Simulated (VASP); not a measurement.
# GaN: elastic constants with r2SCAN

GaN:

```
CELL_PARAMETERS angstrom
3.18984 0.00000 0.00000
-1.59492 2.76248 0.00000
0.00000 0.00000 5.19243
ATOMIC_POSITIONS crystal
Ga 0.33333 0.66667 0.99995
Ga 0.66667 0.33333 0.49995
N 0.33333 0.66667 0.37685
N 0.66667 0.33333 0.87685
```

The cell was built by a generator and needn't be a form met in nature.

| Item | Value |
| --- | --- |
| Program | VASP 6.6.1 |
| Task | elastic constants |
| Functional | r2SCAN |
| Potentials or basis | VASP PAW PBE potentials, release 64 (Ga_d, N) |
| Cutoff | 600 eV |
| k mesh | 10 × 10 × 6 |
| Occupations | fermi-dirac, width 0.05 eV |
| Spin | no spin polarisation |
| Ions in elastic constants | relaxed |
| Further INCAR settings | ALGO = Normal; EDIFF = 1e-08; IBRION = 6; POTIM = 0.015; NSW = 1; ISIF = 3 |

- Voigt bulk modulus: 196 GPa
- Highest phonon frequency at Γ, LO-TO splitting left out: 694 cm⁻¹

Phonon frequencies in cm⁻¹ (negative: imaginary):
```
              q point                                  frequencies
(0.000, 0.000, 0.000)  -1 -1 0 140 140 335 533 554 554 564 564 694
```

Elastic tensor in Voigt notation (GPa, in the Cartesian axes of the cell as first typed):
```
359 133  93   0   0   0
133 359  93   0   0   0
 93  93 405   0   0   0
  0   0   0  97   0   0
  0   0   0   0  97   0
  0   0   0   0   0 113
```

Clamped-ion elastic tensor (GPa):
```
421 103  64   0   0   0
103 421  64   0   0   0
 64  64 458   0   0   0
  0   0   0 113   0   0
  0   0   0   0 113   0
  0   0   0   0   0 159
```

It took 57 min on 4 MPI ranks on Intel(R) Xeon(R) Platinum 8488C (Sapphire Rapids), on a shared host, peak memory 0.62 GiB a rank.

Caveat: the PAW data sets were made with another functional, which shifts forces and pressure a little.
